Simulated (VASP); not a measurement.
A convergence study with VASP on CuCl (zinc blende): one setting is varied, all else stays as given below, so the limit is that of these other settings. Each run relaxes cell and ions from the cell shown.

```
CuCl
1.0
    0.00000     2.70500     2.70500
    2.70500     0.00000     2.70500
    2.70500     2.70500     0.00000
Cu Cl
1 1
Cartesian
  0.00000   0.00000   0.00000
  1.35250   1.35250   1.35250
```

Calculation: PBE GGA, VASP's PBE PAW potentials (set 64) (plane waves; VASP). The tightest run used: 550 eV cut-off, 12×12×12 Γ-centred mesh, Gaussian smearing of 0.050 eV, potentials Cu Cl.

Gaps are read on the run's mesh, which can miss a band edge.

**Question.** The settings run are 2×2×2 mesh; 3×3×3 mesh; 4×4×4 mesh; 5×5×5 mesh; 6×6×6 mesh; 8×8×8 mesh; 9×9×9 mesh; 10×10×10 mesh; 11×11×11 mesh; 12×12×12 mesh. From which on does the relaxed volume stay within 0.02 Å³/atom of the tightest run?

**Answer.** From 5×5×5 mesh on: it is off by 0.007 there and by no more than 0.02 in any finer run, while 4×4×4 mesh is off by 0.044.
```tsv
setting	relaxed volume (Å³/atom)	E (eV/atom)	gap on the mesh (eV)	irreducible k-points	difference judged (Å³/atom)
2×2×2 mesh	21.241	-2.9499	0.503	3	1.234
3×3×3 mesh	20.241	-3.1357	0.497	4	0.234
4×4×4 mesh	20.051	-3.1648	0.516	8	0.044
5×5×5 mesh	20.014	-3.1699	0.523	10	0.007
6×6×6 mesh	19.999	-3.1710	0.526	16	0.007
8×8×8 mesh	20.007	-3.1715	0.527	29	0.000
9×9×9 mesh	20.006	-3.1715	0.527	35	0.001
10×10×10 mesh	20.006	-3.1715	0.527	47	0.000
11×11×11 mesh	20.007	-3.1715	0.527	56	0.000
12×12×12 mesh	20.007	-3.1715	0.527	72	0.000
```

Left out are rungs that failed or repeat a setting and relaxations that didn't move; long series are thinned to 24 rows.

The compound is CuCl in the zinc blende structure.
